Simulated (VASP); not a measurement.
A VASP calculation is set up with these files.

**POSCAR**
```
Te
1
    2.2746000000    -3.9397220000     0.0000000000
    2.2746000000     3.9397220000     0.0000000000
    0.0000000000     0.0000000000     6.0486000000
Te
3
Direct
  0.0000000000   0.2630000000   0.6666670000
  0.7370000000   0.7370000000   0.0000000000
  0.2630000000   0.0000000000   0.3333330000
```

File KPOINTS:
```
Automatic mesh
0
Gamma
4 4 3
0 0 0
```

INCAR:
```
SYSTEM = Te
PREC = Accurate
ENCUT = 400
EDIFF = 1E-6
NELM = 100
ALGO = Normal
LREAL = .FALSE.
LASPH = .TRUE.
ISMEAR = 0
SIGMA = 0.05
GGA = PE
LMAXMIX = 4
LWAVE = .FALSE.
LCHARG = .FALSE.
ISIF = 2
NBANDS = 7
```

POTCAR, in this order: Te (PBE.64 set). Program: vasp_std.

What VASP printed:

File standard output:
```
 POSCAR found type information on POSCAR Te
 POSCAR found :  1 types and       3 ions
 Reading from existing POTCAR
 Reading from existing POTCAR
 LDA part: xc-table for (Slater+PW92), standard interpolation

 -----------------------------------------------------------------------------
|                                                                             |
|     EEEEEEE  RRRRRR   RRRRRR   OOOOOOO  RRRRRR      ###     ###     ###     |
|     E        R     R  R     R  O     O  R     R     ###     ###     ###     |
|     E        R     R  R     R  O     O  R     R     ###     ###     ###     |
|     EEEEE    RRRRRR   RRRRRR   O     O  RRRRRR       #       #       #      |
|     E        R   R    R   R    O     O  R   R                               |
|     E        R    R   R    R   O     O  R    R      ###     ###     ###     |
|     EEEEEEE  R     R  R     R  OOOOOOO  R     R     ###     ###     ###     |
|                                                                             |
|     The number of bands is not sufficient to hold all electrons. I am       |
|     sorry, but this calculation does not make sense. If you want to         |
|     calculate only selected states, you need to set either EFERMI or        |
|     EREF. EREF specifies around which energy states are supposed to be      |
|     calculated.                                                             |
|     I found NBANDS = 7, NELECT = 18.                                        |
|                                                                             |
|       ---->  I REFUSE TO CONTINUE WITH THIS SICK JOB ... BYE!!! <----       |
|                                                                             |
 -----------------------------------------------------------------------------
```

Task: Read the log: what went wrong, and how is it fixed?

Result: The cause: NBANDS is too small to hold all electrons. VASP stops with an error: The number of bands is not sufficient to hold all electrons. I am sorry, but this calculation does not make sense. If you want to calculate only selected states, you need to set either EFERMI or EREF. EREF specifies around which energy states are supposed to be calculated. I found NBANDS = 7, NELECT = 18. ----> I REFUSE TO CONTINUE WITH THIS SICK JOB ... BYE!!! <---- To mend it, remove NBANDS.

The mended run (PBE GGA, plane waves, VASP's PBE PAW potentials (set 64)) converges, and its OSZICAR ends with
```
   1 F= -.93954114E+01 E0= -.93954114E+01  d E =-.875739E-11
```

The compound is Te in the trig structure. The cell was not relaxed at this level.
